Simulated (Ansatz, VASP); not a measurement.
# Cross-check of GaSb between VASP and Ansatz, part 2 of 2

Wanted: the spread between two codes on one cell, functional and k mesh. The cell is taken from a series of runs on this material, whose earlier steps may have relaxed, scaled, displaced or heated it; both programs get it as it stands.

VASP 6.6.1 and Ansatz 0.2.0.

So far: The starting structure; Ansatz: zone-centre phonons, PBE.

### 3. VASP: zone-centre phonons, PBE

Level of this step: PBE; plane waves and PAW (Ga_d, Sb) (VASP).

The same cell, functional, mesh and smearing now go to VASP, with its own data sets.

Lines of VASP's logs that name or quote its potential files are left out, and so is its time.

Input file INCAR:

```
SYSTEM = GaSb
PREC = Accurate
ENCUT = 500
EDIFF = 1E-08
NELM = 120
ISMEAR = -1
SIGMA = 0.1
LREAL = .FALSE.
ALGO = Normal
GGA = PE
NBANDS = 15
LORBIT = 11
LWAVE = .FALSE.
LCHARG = .FALSE.
ISIF = 2
IBRION = 8
LASPH = .TRUE.
GGA_COMPAT = .FALSE.
KPAR = 2
```

Input file POSCAR:

```
GaSb
1.0
    0.0000000000      3.1085937247      3.1085937247
    3.1085937247      0.0000000000      3.1085937247
    3.1085937247      3.1085937247      0.0000000000
Ga Sb
1 1
Direct
    0.0000000000      0.0000000000      0.0000000000
    0.2500000000      0.2500000000      0.2500000000
```

Input file KPOINTS:

```
Automatic mesh
0
Gamma
16 16 16
0 0 0
```

The projector-augmented-wave data sets are Ga_d and Sb (PBE family, release 64).

On the command line:

```bash
$ mpirun -np 2 vasp_std
```

Numbers of over 12 decimals in the logs are rounded to 6 here.

Output:

```text
[banner, memory and clock lines left out]
running    2 mpi-ranks, on    1 nodes
 distrk:  each k-point on    1 cores,    2 groups
 distr:  one band on    1 cores,    1 groups

 POSCAR found type information on POSCAR GaSb
 POSCAR found :  2 types and       2 ions
 LDA part: xc-table for (Slater+PW92), standard interpolation
 POSCAR, INCAR and KPOINTS ok, starting setup
 FFT: planning ... GRIDC
 FFT: planning ... GRID_SOFT
 FFT: planning ... GRID
 WAVECAR not read
 entering main loop
       N       E                     dE             d eps       ncg     rms          rms(c)
DAV:   1     0.814994414024E+02    0.81499E+02   -0.85238E+03  4366   0.142E+03
DAV:   2    -0.124973983507E+01   -0.82749E+02   -0.80121E+02  5085   0.303E+02
DAV:   3    -0.731141053775E+01   -0.60617E+01   -0.60449E+01  5183   0.670E+01
DAV:   4    -0.741870602942E+01   -0.10730E+00   -0.10728E+00  5368   0.100E+01
DAV:   5    -0.742129145379E+01   -0.25854E-02   -0.25854E-02  5632   0.137E+00    0.299E+00
DAV:   6    -0.738315260137E+01    0.38139E-01   -0.64056E-02  6196   0.400E+00    0.178E+00
DAV:   7    -0.737261993880E+01    0.10533E-01   -0.34586E-02  5134   0.156E+00    0.335E-01
DAV:   8    -0.737356089908E+01   -0.94096E-03   -0.42769E-03  5789   0.774E-01    0.695E-02
DAV:   9    -0.737403656116E+01   -0.47566E-03   -0.63393E-04  4952   0.208E-01    0.309E-02
DAV:  10    -0.737408789203E+01   -0.51331E-04   -0.55106E-05  5421   0.446E-02    0.905E-03
DAV:  11    -0.737410292627E+01   -0.15034E-04   -0.22962E-05  4882   0.353E-02    0.519E-03
DAV:  12    -0.737410401594E+01   -0.10897E-05   -0.17431E-06  5632   0.814E-03    0.139E-03
DAV:  13    -0.737410377126E+01    0.24468E-06   -0.99891E-08  5189   0.360E-03    0.162E-04
DAV:  14    -0.737410380438E+01   -0.33119E-07   -0.14557E-08  5124   0.847E-04    0.540E-05
DAV:  15    -0.737410381210E+01   -0.77171E-08   -0.56773E-10  3743   0.180E-04
   1 F= -.73741038E+01 E0= -.73732845E+01  d E =-.163862E-02
 Linear response reoptimize wavefunctions to high precision
DAV:   1    -0.737410381247E+01   -0.37426E-09   -0.10642E-10  4023   0.108E-04
DAV:   2    -0.737410381249E+01   -0.20009E-10   -0.27665E-11  2798   0.516E-05
 Linear response DOF=           2
 Linear response progress:
  Degree of freedom:   1/  2
       N       E                     dE             d eps       ncg     rms          rms(c)
RMM:   1    -0.165302362162E+00   -0.16530E+00    0.62119E-02 23211   0.790E+00
RMM:   2    -0.164467556463E+00    0.83481E-03   -0.27185E-02 34669   0.133E+00    0.375E-02
RMM:   3    -0.164486151579E+00   -0.18595E-04   -0.32908E-03 36265   0.432E-01    0.240E-02
RMM:   4    -0.164413675224E+00    0.72476E-04   -0.16040E-03 39417   0.205E-01    0.125E-02
RMM:   5    -0.164421446779E+00   -0.77716E-05   -0.88778E-05 38326   0.569E-02    0.426E-03
RMM:   6    -0.164431275880E+00   -0.98291E-05   -0.16925E-05 38626   0.254E-02    0.498E-04
RMM:   7    -0.164427276999E+00    0.39989E-05   -0.70494E-06 38196   0.111E-02    0.548E-04
RMM:   8    -0.164433131622E+00   -0.58546E-05   -0.15108E-06 38031   0.522E-03    0.794E-05
RMM:   9    -0.164433945292E+00   -0.81367E-06   -0.35645E-07 38401   0.243E-03    0.108E-04
RMM:  10    -0.164435360066E+00   -0.14148E-05   -0.55174E-09 38615   0.121E-03    0.258E-05
RMM:  11    -0.164435220763E+00    0.13930E-06   -0.24693E-07 37879   0.598E-04    0.365E-05
RMM:  12    -0.164435427348E+00   -0.20659E-06   -0.22240E-08 39161   0.308E-04    0.156E-05
RMM:  13    -0.164435601845E+00   -0.17450E-06   -0.15150E-08 38509   0.156E-04    0.465E-06
RMM:  14    -0.164435605816E+00   -0.39706E-08   -0.61427E-09 38980   0.831E-05    0.613E-06
 first order change of Fermi-energy   0.14940E-04
 force on displaced ion       1 direction 1 :  -7.225  -0.000  -0.000
 Linear response progress:
  Degree of freedom:   2/  2
       N       E                     dE             d eps       ncg     rms          rms(c)
RMM:   1    -0.278111663838E-01   -0.27811E-01    0.13695E-02 37545   0.127E+00
RMM:   2    -0.256859733216E-01    0.21252E-02   -0.30596E-03 34134   0.341E-01    0.628E-02
RMM:   3    -0.256450136054E-01    0.40960E-04   -0.17006E-04 37792   0.921E-02    0.351E-02
RMM:   4    -0.257108466637E-01   -0.65833E-04   -0.36374E-05 38073   0.428E-02    0.456E-03
RMM:   5    -0.257262499934E-01   -0.15403E-04   -0.51163E-06 39972   0.144E-02    0.284E-03
RMM:   6    -0.257217726911E-01    0.44773E-05   -0.11095E-06 36582   0.499E-03    0.876E-04
RMM:   7    -0.257203027630E-01    0.14699E-05   -0.14891E-07 38437   0.168E-03    0.176E-04
RMM:   8    -0.257195160260E-01    0.78674E-06   -0.92251E-09 37339   0.582E-04    0.472E-05
RMM:   9    -0.257195512278E-01   -0.35202E-07   -0.61853E-09 38185   0.213E-04    0.182E-05
RMM:  10    -0.257196250090E-01   -0.73781E-07   -0.40766E-09 36574   0.833E-05    0.252E-06
RMM:  11    -0.257196217383E-01    0.32708E-08   -0.27719E-09 39629   0.307E-05    0.307E-06
 first order change of Fermi-energy   0.12802E-03
 force on displaced ion       2 direction 1 :  -7.184   0.000   0.000
 Linear response finished
```

Parts of OUTCAR (step 3):

```text
ion  position               nearest neighbor table
   1  0.000  0.000  0.000-   2 2.69   2 2.69   2 2.69   2 2.69
   2  0.250  0.250  0.250-   1 2.69   1 2.69   1 2.69   1 2.69

  LATTYP: Found a face centered cubic cell.
 ALAT       =     6.2171874494

 Subroutine GETGRP returns: Found 24 space group operations
 (whereof 24 operations were pure point group operations)

The static configuration has the point symmetry T_d .

 Found    145 irreducible k-points:

   k-points           NKPTS =    145   k-points in BZ     NKDIM =    145   number of bands    NBANDS=     15

   dimension x,y,z NGX =    32 NGY =   32 NGZ =   32
   dimension x,y,z NGXF=    64 NGYF=   64 NGZF=   64

   ENCUT  =  500.0 eV  36.75 Ry    6.06 a.u.   8.02  8.02  8.02*2*pi/ulx,y,z

   NELECT =      18.0000    total number of electrons

 k-points in reciprocal lattice and weights: Automatic mesh
   0.00000000  0.00000000  0.00000000       0.000
   0.06250000  0.00000000  0.00000000       0.002
   0.12500000  0.00000000  0.00000000       0.002
   0.18750000  0.00000000  0.00000000       0.002
   0.25000000  0.00000000  0.00000000       0.002
   0.31250000  0.00000000  0.00000000       0.002
   0.37500000  0.00000000  0.00000000       0.002
   0.43750000  0.00000000  0.00000000       0.002
   0.50000000  0.00000000  0.00000000       0.001
[...]
-0.31250000  0.50000000  0.18750000       0.003
  -0.25000000  0.50000000  0.25000000       0.001

 average (electrostatic) potential at core
       1 -66.1106       2 -88.0977

  Total        0.0002088      0.0002088      0.0002088      0.0000000      0.0000000     -0.0000000
  in kB        0.0055681      0.0055681      0.0055681      0.0000000      0.0000000     -0.0000000
  external PRESSURE =       0.0055681 kB  Pullay stress =       0.0000000 kB

  energy-cutoff  :      500.00
  volume of cell :       60.08
      direct lattice vectors                 reciprocal lattice vectors
     0.000000000  3.108593725  3.108593725    -0.160844435  0.160844435  0.160844435
     3.108593725  0.000000000  3.108593725     0.160844435 -0.160844435  0.160844435
     3.108593725  3.108593725  0.000000000     0.160844435  0.160844435 -0.160844435

 POSITION                                       TOTAL-FORCE (eV/Angst)
 -----------------------------------------------------------------------------------
      0.00000      0.00000      0.00000         0.000000      0.000000      0.000000
      1.55430      1.55430      1.55430        -0.000000     -0.000000     -0.000000
 -----------------------------------------------------------------------------------
    total drift:                                0.000001      0.000001      0.000001

 Eigenvectors and eigenvalues of the dynamical matrix
 ----------------------------------------------------

   1 f  =    6.304546 THz    39.612629 2PiTHz  210.297008 cm-1    26.073494 meV
             X         Y         Z           dx          dy          dz
      0.000000  0.000000  0.000000    -0.798244    0.000000    0.000000
      1.554297  1.554297  1.554297     0.602334    0.000000    0.000000

   2 f  =    6.304546 THz    39.612629 2PiTHz  210.297008 cm-1    26.073494 meV
             X         Y         Z           dx          dy          dz
      0.000000  0.000000  0.000000     0.000000    0.798244    0.000000
      1.554297  1.554297  1.554297     0.000000   -0.602334    0.000000

   3 f  =    6.304546 THz    39.612629 2PiTHz  210.297008 cm-1    26.073494 meV
             X         Y         Z           dx          dy          dz
      0.000000  0.000000  0.000000     0.000000    0.000000    0.798244
      1.554297  1.554297  1.554297     0.000000    0.000000   -0.602334

   4 f/i=    0.008738 THz     0.054901 2PiTHz    0.291459 cm-1     0.036136 meV
             X         Y         Z           dx          dy          dz
      0.000000  0.000000  0.000000     0.000000    0.000000   -0.602334
      1.554297  1.554297  1.554297     0.000000    0.000000   -0.798244

   5 f/i=    0.008738 THz     0.054901 2PiTHz    0.291459 cm-1     0.036136 meV
             X         Y         Z           dx          dy          dz
      0.000000  0.000000  0.000000    -0.602334    0.000000    0.000000
      1.554297  1.554297  1.554297    -0.798244    0.000000    0.000000

   6 f/i=    0.008738 THz     0.054901 2PiTHz    0.291459 cm-1     0.036136 meV
             X         Y         Z           dx          dy          dz
      0.000000  0.000000  0.000000     0.000000   -0.602334    0.000000
      1.554297  1.554297  1.554297     0.000000   -0.798244    0.000000

 ELASTIC MODULI CONTR FROM IONIC RELAXATION (kBar)
 Direction    XX          YY          ZZ          XY          YZ          ZX
 --------------------------------------------------------------------------------
 XX          -0.0000     -0.0000     -0.0000     -0.0000      0.0000     -0.0000
 YY          -0.0000     -0.0000     -0.0000     -0.0000     -0.0000     -0.0000
 ZZ          -0.0000     -0.0000     -0.0000     -0.0000     -0.0000     -0.0000
 XY          -0.0000     -0.0000     -0.0000   -126.6341      0.0000     -0.0000
 YZ           0.0000     -0.0000     -0.0000      0.0000   -126.6341      0.0000
 ZX          -0.0000     -0.0000     -0.0000     -0.0000      0.0000   -126.6341
 --------------------------------------------------------------------------------
```

### 4. Side by side

Known differences besides the potentials themselves: the data sets hold 28 valence electrons in Ansatz (on its PAW soft_1 files) and 18 in VASP; the cutoff is 420 eV in Ansatz and 500 eV in VASP. Total energies have different zeros and are not compared.

Both answers:

```
                  quantity  Ansatz   VASP  difference
optical mode 1 to 3 (cm⁻¹)   208.8  210.3     -0.71 %
```

Modes are paired by rising frequency, not by their patterns, so a pair may set unlike modes beside each other; they are those without the splitting of longitudinal modes.

### 5. Outcome

| Property | Result |
| --- | --- |
| r.m.s. difference of the optical zone-centre modes, each program's sorted by frequency (zone-centre phonons, PBE) | 1.5 cm⁻¹ |
| difference in optical mode 1 to 3 (zone-centre phonons, PBE) | -0.7 % |

The r.m.s. difference of the optical zone-centre modes, each program's sorted by frequency is 1.5 cm⁻¹ (zone-centre phonons, PBE). The data sets hold unlike numbers of valence electrons (28 in Ansatz and 18 in VASP), so part of the differences comes from the potentials. Among the rows given in per cent, the largest difference of the zone-centre phonons, PBE pair is in optical mode 1 to 3, -0.7 %. How closely two codes agree says nothing of how well the functional describes the real material.

[Lines on the potential files, build, host, timing and source positions are cut from VASP's logs without a mark.]

[Logs are printed without paths, hosts, clocks, repeated set-up lines and the standing remarks that a program may print on its own settings, such as how far it seeks lower states.]

[Hosts, paths, dates, database ids (printed as entryN), source tags and the programs' standing remarks are cut or masked in the printed files.]
